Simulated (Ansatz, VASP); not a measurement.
## Ge in two plane-wave programs

One calculation is typed for both programs; each brings its own data sets. How far apart do they land? The structure shown is frame 22 of Ansatz's trajectory.

Calculated with Ansatz 0.2.0; plane waves, with VASP 6.6.1 beside it; single point at PBE.

## Step 1: Starting point

The cell holds 61 atoms: 61 Ge. Cell: a = 11.207 Å, b = 11.207 Å, c = 11.207 Å, α = 90.0°, β = 90.0°, γ = 90.0°. As first built, before any earlier steps moved the atoms (in the runner's words): 61 atoms (61 Ge) placed at random at 5.23 g/cm^3, melted at 3500 K for 10 ps at fixed volume with the Tersoff potential (Tersoff, Phys. Rev. B 39, 5566 (1989)). Quenched from 3500 K to 300 K at 6 K/ps and fixed volume, annealed at 1300 K for 20 ps, held 5 ps.

## Step 2: Ansatz: dynamics, PBE

Ansatz runs on its default PAW (the set named soft_2) files.

One frame of this run of dynamics is then solved in both programs, so the motion causes no difference.

File input.yaml:

```yaml
crystal:
  lattice:
    - [11.2075, 0.0, 0.0]
    - [0.0, 11.2075, 0.0]
    - [0.0, 0.0, 11.2075]
  atoms:
    - { symbol: Ge, position: [0.99336, 0.11111, 0.99701] }
    - { symbol: Ge, position: [0.00158, 0.39565, 0.72721] }
    - { symbol: Ge, position: [0.0853, 0.02433, 0.80304] }
    - { symbol: Ge, position: [0.71982, 0.93052, 0.69097] }
    - { symbol: Ge, position: [0.02948, 0.99053, 0.368] }
    - { symbol: Ge, position: [0.79736, 0.40852, 0.81439] }
    - { symbol: Ge, position: [0.75011, 0.13555, 0.56656] }
    - { symbol: Ge, position: [0.47053, 0.75215, 0.31963] }
    - { symbol: Ge, position: [0.1902, 0.56939, 0.25293] }
    - { symbol: Ge, position: [0.97639, 0.46871, 0.5235] }
    - { symbol: Ge, position: [0.58398, 0.57285, 0.57871] }
    - { symbol: Ge, position: [0.34692, 0.41563, 0.34254] }
    - { symbol: Ge, position: [0.67339, 0.58482, 0.77128] }
    - { symbol: Ge, position: [0.48284, 0.37351, 0.63267] }
    - { symbol: Ge, position: [0.8076, 0.73372, 0.39761] }
    - { symbol: Ge, position: [0.4993, 0.95294, 0.10715] }
    - { symbol: Ge, position: [0.29337, 0.35179, 0.745] }
    - { symbol: Ge, position: [0.51627, 0.45359, 0.2183] }
    - { symbol: Ge, position: [0.97989, 0.82146, 0.48681] }
    - { symbol: Ge, position: [0.42394, 0.06741, 0.9187] }
    - { symbol: Ge, position: [0.56315, 0.8226, 0.58427] }
    - { symbol: Ge, position: [0.50892, 0.38047, 0.01658] }
    - { symbol: Ge, position: [0.63092, 0.19265, 0.38693] }
    - { symbol: Ge, position: [0.35678, 0.89705, 0.62616] }
    - { symbol: Ge, position: [0.06562, 0.54252, 0.88274] }
    - { symbol: Ge, position: [0.49334, 0.55409, 0.89224] }
    - { symbol: Ge, position: [0.2329, 0.04705, 0.34396] }
    - { symbol: Ge, position: [0.54444, 0.75926, 0.99079] }
    - { symbol: Ge, position: [0.12804, 0.1966, 0.66933] }
    - { symbol: Ge, position: [0.19226, 0.75739, 0.13265] }
    - { symbol: Ge, position: [0.43314, 0.2594, 0.46425] }
    - { symbol: Ge, position: [0.2852, 0.93178, 0.82254] }
    - { symbol: Ge, position: [0.85818, 0.4233, 0.18097] }
    - { symbol: Ge, position: [0.76406, 0.14234, 0.01064] }
    - { symbol: Ge, position: [0.92585, 0.99148, 0.17638] }
    - { symbol: Ge, position: [0.19151, 0.25638, 0.28549] }
    - { symbol: Ge, position: [0.26965, 0.58403, 0.80944] }
    - { symbol: Ge, position: [0.65403, 0.26967, 0.7304] }
    - { symbol: Ge, position: [0.63735, 0.87725, 0.38074] }
    - { symbol: Ge, position: [0.27184, 0.6844, 0.6089] }
    - { symbol: Ge, position: [0.76776, 0.52464, 0.46781] }
    - { symbol: Ge, position: [0.97195, 0.79043, 0.09282] }
    - { symbol: Ge, position: [0.63989, 0.08951, 0.84518] }
    - { symbol: Ge, position: [0.8288, 0.64401, 0.18446] }
    - { symbol: Ge, position: [0.15141, 0.25354, 0.06536] }
    - { symbol: Ge, position: [0.98766, 0.3311, 0.34846] }
    - { symbol: Ge, position: [0.30029, 0.09946, 0.53888] }
    - { symbol: Ge, position: [0.31105, 0.75564, 0.95114] }
    - { symbol: Ge, position: [0.69665, 0.38947, 0.32189] }
    - { symbol: Ge, position: [0.06962, 0.45906, 0.09223] }
    - { symbol: Ge, position: [0.94807, 0.73618, 0.88003] }
    - { symbol: Ge, position: [0.95512, 0.87979, 0.71121] }
    - { symbol: Ge, position: [0.72954, 0.78423, 0.86103] }
    - { symbol: Ge, position: [0.73958, 0.35283, 0.01106] }
    - { symbol: Ge, position: [0.95832, 0.16407, 0.4859] }
    - { symbol: Ge, position: [0.33805, 0.26278, 0.9416] }
    - { symbol: Ge, position: [0.68501, 0.04051, 0.21528] }
    - { symbol: Ge, position: [0.11142, 0.6372, 0.46568] }
    - { symbol: Ge, position: [0.59287, 0.6448, 0.16891] }
    - { symbol: Ge, position: [0.40474, 0.60176, 0.45708] }
    - { symbol: Ge, position: [0.32731, 0.88811, 0.22865] }
kpoints:
  mp_grid: { grid: [1, 1, 1] }
hamiltonian:
  xc: pbe
scf:
  occupations: { method: gaussian, width: 0.05 }
output:
  forces: true
md:
  timestep: 2.0
  n_steps: 67
  ensemble: nve
  temperature: 600
  initial_velocities: maxwell_boltzmann
  seed: 4585
```

Launch:

```sh
> ansatz run input.yaml --threads 4 --pin off --max-ram 8192MiB --backend cpu --events-out ev --progress --plain --runs-dir out
```

Numbers of over 12 decimals in the logs are rounded to 6 here.

The program printed:

```text
Warning: md: disabling space-group detection — thermal motion breaks the input geometry's symmetry, so no spatial operation reduces the k-mesh or symmetrises the density; time reversal is kept, so that k and −k are solved as one point where they differ and the mesh holds both, and exact exchange and, on two spinor components, a DFT+U term hold to it where the run has them: on two components no moment then forms, and  [...]
Engine: ansatz 0.2.0, aarch64-unknown-linux-gnu
Pseudopotentials: kind: paw
Pseudopotential: Ge, paw, valence charge 14, recommended cutoff 420 eV (normal), Ge.paw.azcp
Functional definition: PBE
  parameter kappa = 0.804
  parameter beta = 0.066725
  exchange = pbe_x(kappa = kappa, mu = beta*pi^2/3)
  correlation = pbe_c(beta = beta)
Crystal: 61 atoms, lattice volume = 1407.752 Å³
Basis set: ecut = 420 eV, 27609 PW (Γ), exchange–correlation on 150×150×150 points (8 copies of the dense FFT grid, shifted against one another)
Bands: 513, of which v1, the nominal top of the filled ones, is band 427 counted from 1 (426 counted from 0)
Symmetry: 1 space group operations
k-points: 1
Non-local potential: Ge, projectors of the file, l = 0: 2, l = 1: 2, l = 2: 3, l = 3: 1
PAW form: soft (Blöchl's): semilocal exchange-correlation on the pseudo side does not see the compensation charge
PAW one-centre angular grid: Ge, 590 points (default); XC on 64 Gauss nodes
Initial density: superposition of atomic densities (neutral atoms: chi_scale 0, normalization atom), corrected by the library's trained network
Initial wavefunctions: pseudopotential atomic-orbital guess
Functional: x = pbe(κ = 0.804, μ = 0.219515), c = pbe(β = 0.066725)
SCF iter   1: F=—  HF=-261976.542945 eV  |F-HF|=—  |Δ(HF+E_count)|=         —  Δρ=4.29e-3  dr2=1.03e0  ethr=1.77e-3  ⟨swp⟩=5.0  Hψ=1683  notcnv=0  defer=46
preconditioner: auto → LDOS  [insulator: Δε(μ)=0.110 eV  Ē_g=22.166 eV  σ=0.050 eV  W_gap=0.88  n_scr=388 (ndim 8)  ℏωp=28.9 eV  f_vac=0.081  D(μ)=13.42/eV (n_scr^D=56)  ε∞_Penn≈2.7  β→1.0]
SCF iter   2: F=—  HF=-261976.442843 eV  |F-HF|=—  |Δ(HF+E_count)|=   1.00e-1  Δρ=2.81e-3  dr2=4.80e-1  ethr=1.21e-4  ⟨swp⟩=3.0  Hψ=1023  notcnv=0  defer=80
SCF iter   3: F=—  HF=-261976.357560 eV  |F-HF|=—  |Δ(HF+E_count)|=   8.53e-2  Δρ=7.00e-4  dr2=2.98e-2  ethr=5.62e-5  ⟨swp⟩=3.0  Hψ=866  notcnv=0  defer=80
SCF iter   4: F=—  HF=-261976.353695 eV  |F-HF|=—  |Δ(HF+E_count)|=   3.86e-3  Δρ=2.26e-4  dr2=1.85e-3  ethr=3.49e-6  ⟨swp⟩=2.0  Hψ=571  notcnv=0  defer=80
SCF iter   5: F=—  HF=-261976.353567 eV  |F-HF|=—  |Δ(HF+E_count)|=   1.28e-4  Δρ=8.60e-5  dr2=2.65e-4  ethr=2.17e-7  ⟨swp⟩=2.0  Hψ=572  notcnv=0  defer=80
SCF iter   6: F=—  HF=-261976.353568 eV  |F-HF|=—  |Δ(HF+E_count)|=   4.91e-7  Δρ=3.21e-5  dr2=3.42e-5  ethr=3.11e-8  ⟨swp⟩=2.0  Hψ=859  notcnv=0  defer=80
SCF iter   7: F=—  HF=-261976.352610 eV  |F-HF|=—  |Δ(HF+E_count)|=   9.58e-4  Δρ=1.27e-5  dr2=4.88e-6  ethr=4.01e-9  ⟨swp⟩=2.0  Hψ=939  notcnv=0  defer=80
SCF iter   8: F=—  HF=-261976.352609 eV  |F-HF|=—  |Δ(HF+E_count)|=   4.86e-7  Δρ=4.80e-6  dr2=7.33e-7  ethr=5.71e-10  ⟨swp⟩=2.0  Hψ=859  notcnv=0  defer=80
SCF iter   9: F=—  HF=-261976.352609 eV  |F-HF|=—  |Δ(HF+E_count)|=   2.70e-8  Δρ=1.93e-6  dr2=1.07e-7  ethr=8.58e-11  ⟨swp⟩=2.0  Hψ=687  notcnv=0  defer=80
SCF iter  10: F=-261976.352609 eV  HF=-261976.352609 eV  |F-HF|=1.12e-8  |Δ(HF+E_count)|=   1.75e-9  Δρ=6.78e-7  dr2=1.47e-8  ethr=7.14e-12  ⟨swp⟩=3.0  Hψ=1370  notcnv=0
SCF 1 converged in 10 iterations: F = -261976.352609 eV  dr2 = 1.47e-8
  greatest PAW one-centre occupation: 0.998 electrons in one spin orbital (limit 2), on the Ge atom at site 59 (counted from 0), in its partial waves of l = 2
md step     0: t =     0.00 fs  T =   600.0 K  F+E_penalty+E_count = -261976.35260917 eV  E_kin = 4.653360 eV  conserved = -261971.69924921 eV  (10 SCF iters)
[... from here on, the SCF cycles and remarks between the steps are left out ...]
md step    57: t =   114.00 fs  T =   398.3 K  F+E_penalty+E_count = -261974.78625063 eV  E_kin = 3.088958 eV  conserved = -261971.69729251 eV  (3 SCF iters)
md step    58: t =   116.00 fs  T =   395.8 K  F+E_penalty+E_count = -261974.76675272 eV  E_kin = 3.069458 eV  conserved = -261971.69729476 eV  (3 SCF iters)
md step    59: t =   118.00 fs  T =   394.4 K  F+E_penalty+E_count = -261974.75574971 eV  E_kin = 3.058427 eV  conserved = -261971.69732268 eV  (2 SCF iters)
md step    60: t =   120.00 fs  T =   394.0 K  F+E_penalty+E_count = -261974.75275985 eV  E_kin = 3.055387 eV  conserved = -261971.69737250 eV  (7 SCF iters)
md step    61: t =   122.00 fs  T =   394.5 K  F+E_penalty+E_count = -261974.75694119 eV  E_kin = 3.059501 eV  conserved = -261971.69743990 eV  (3 SCF iters)
md step    62: t =   124.00 fs  T =   395.8 K  F+E_penalty+E_count = -261974.76716742 eV  E_kin = 3.069648 eV  conserved = -261971.69751991 eV  (3 SCF iters)
md step    63: t =   126.00 fs  T =   397.7 K  F+E_penalty+E_count = -261974.78211923 eV  E_kin = 3.084514 eV  conserved = -261971.69760572 eV  (3 SCF iters)
md step    64: t =   128.00 fs  T =   400.1 K  F+E_penalty+E_count = -261974.80038186 eV  E_kin = 3.102691 eV  conserved = -261971.69769073 eV  (3 SCF iters)
md step    65: t =   130.00 fs  T =   402.6 K  F+E_penalty+E_count = -261974.82053941 eV  E_kin = 3.122770 eV  conserved = -261971.69776981 eV  (3 SCF iters)
md step    66: t =   132.00 fs  T =   405.3 K  F+E_penalty+E_count = -261974.84125627 eV  E_kin = 3.143417 eV  conserved = -261971.69783919 eV  (3 SCF iters)
md step    67: t =   134.00 fs  T =   407.9 K  F+E_penalty+E_count = -261974.86133893 eV  E_kin = 3.163441 eV  conserved = -261971.69789779 eV  (6 SCF iters)
SCF converged after 6 iterations
Free energy (F): -261974.861339 eV
Harris-Foulkes:  -261974.861339 eV  (|F-HF|=1.99e-8)
Internal energy: -261974.857154 eV  (E = F + TS)
E sigma→0 (E₀):  -261974.859246 eV
Entropy (-TS):   -0.004185 eV (-0.069 meV/atom)
Fermi energy:    8.138949 eV
--- Per-component energies (eV) ---
  E_band       = -9284.452956
  E_kinetic    = 6776.491777
  E_local      = -153274.504002  (includes V_loc(G=0)·N_el)
  E_nonlocal   = 25462.156271
  E_hartree    = 67315.907259
  E_xc         = -4605.083118
  E_vxc        = -3931.702367  (∫ρ·V_xc dr)
  E_paw        = -123135.794073  (= ΣΔE_a)
  E_vpaw       = -18948.720821  (= ΣTr[D̂ρ^β])
  E_aug_tail   = 0.018870  (compensation charges beyond the density's cutoff)
  E_ewald      = -80514.050138
  E_smearing   = -0.004185  (= −TS)
  E_closure    = -0.000000  (closes the sum)
  Σ components = -261974.861339   (vs F -261974.861339, Δ=0.00e0)
--- Forces (eV/Å), atoms counted from 1 ---
  atom   1  Ge    -0.25994229    -0.17660846    -0.62454628
  atom   2  Ge    -0.52580672    -0.29347513    -0.04616085
  atom   3  Ge     0.31488516    -0.04450969     1.09072333
  atom   4  Ge    -0.43367521     0.76766620     1.37348125
  atom   5  Ge     0.72581501     0.73346906    -1.10610119
  atom   6  Ge     0.49384629     0.28250927    -0.46535463
  atom   7  Ge    -0.52475993     0.56493553    -0.18782489
  atom   8  Ge    -0.44695243     0.06940459    -0.20703873
  atom   9  Ge     0.54188373    -0.59401725    -0.25886876
  atom  10  Ge     0.26809809    -0.00862721    -0.29676369
  atom  11  Ge    -0.40652069    -0.38960090    -0.50828440
  atom  12  Ge     0.33983950     0.40357335     0.29709248
  atom  13  Ge    -0.21917005     0.20271449     0.52667437
  atom  14  Ge     0.12471372    -0.39914959    -1.16040590
  atom  15  Ge    -1.13565496    -0.17621736    -0.99140649
  atom  16  Ge    -0.60189173    -0.60362799    -0.73512092
  atom  17  Ge    -0.46086472     0.38312473    -0.43910832
  atom  18  Ge     0.33564279    -0.68511927    -0.48551651
  atom  19  Ge     1.04514990    -0.95983660     1.50767324
  atom  20  Ge     0.63722916     0.47134918     0.13146911
  atom  21  Ge    -0.56159306    -0.06474094    -0.54259484
  atom  22  Ge     0.24794716     0.83734262     1.11037676
  atom  23  Ge    -0.41931409     0.64633779    -0.11282147
  atom  24  Ge     0.13412525     0.11888302    -0.60759314
[...]
atom  54  Ge    -0.45004514     0.98169913     0.26679690
  atom  55  Ge     0.14332462     0.45758698     0.08111392
  atom  56  Ge     0.37365906    -0.37420835    -0.06544539
  atom  57  Ge    -0.26778829     0.84497644     0.32100836
  atom  58  Ge    -0.36998458     0.55281395    -0.26474595
  atom  59  Ge     0.24066337     0.24287934    -0.28887510
  atom  60  Ge    -0.64467572    -0.64974349    -0.09447587
  atom  61  Ge     0.20757848     0.16857966     0.77792042
  max |Σ_I F_I| component: 1.62e-5 eV/Å
--- MD trajectory: 67 steps, t = 0.0 → 134.0 fs ---
  final state: T = 407.9 K   F+E_penalty+E_count = -261974.86133893 eV   E_kin = 3.163441 eV
  conserved energy: peak-to-peak 2.204e-3 eV (3.613e-5 eV/atom) over 134.0 fs
```

Reading the cycles: dr2 is the Hartree energy of the density residual (eV), the measure of convergence; HF is the Harris–Foulkes estimate of the energy, which meets the free energy F at convergence.

[end of part 1 of 2]

[Lines on the potential files, build, host, timing and source positions are cut from VASP's logs without a mark.]

[Logs are printed without paths, hosts, clocks, repeated set-up lines and the standing remarks that a program may print on its own settings, such as how far it seeks lower states.]

[Hosts, paths, dates, database ids (printed as entryN), source tags and the programs' standing remarks are cut or masked in the printed files.]
